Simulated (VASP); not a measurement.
Input of a VASP 6.6.1 run:

INCAR

```
SYSTEM = La3Be
ALGO     = Fast           ! electronic algorithm
EDIFF    = 1E-6           ! SCF threshold, eV
ENCUT    = 520            ! plane-wave cutoff, eV
GGA      = PE             ! functional
ISIF     = 2              ! what is computed and relaxed
ISMEAR   = 1              ! smearing method
LASPH    = .TRUE.         ! aspherical terms in the spheres
LCHARG   = .FALSE.        ! write CHGCAR
LREAL    = .FALSE.        ! projectors in reciprocal space
LWAVE    = .FALSE.        ! write WAVECAR
NBANDS   = 26             ! bands
NELM     = 100            ! most SCF steps
PREC     = Accurate       ! precision mode
SIGMA    = 0.2152         ! smearing width, eV
```

KPOINTS

```
k-points
0
G
  7 7 7
  0 0 0
```

POSCAR

```
La3Be
1.0
    4.8891460000      0.0000000000      0.0000000000
    0.0000000000      4.8891460000      0.0000000000
    0.0000000000      0.0000000000      4.8891460000
La Be
3 1
Direct
    0.0000000000      0.5000000000      0.5000000000
    0.5000000000      0.0000000000      0.5000000000
    0.5000000000      0.5000000000      0.0000000000
    0.0000000000      0.0000000000      0.0000000000
```

Potentials or basis: VASP PAW PBE potentials, release 64 (La, Be).

Run with:

```console
$ cat potpaw_PBE.64/La/POTCAR potpaw_PBE.64/Be/POTCAR > POTCAR
$ mpirun -np 1 vasp_std > vasp.out
```

What does it give for the band gap on the k mesh?

None (metal or under the smearing width).

Predict the pressure.

-0.1 GPa.

The run has no spin-orbit coupling, so splittings on La are missing.
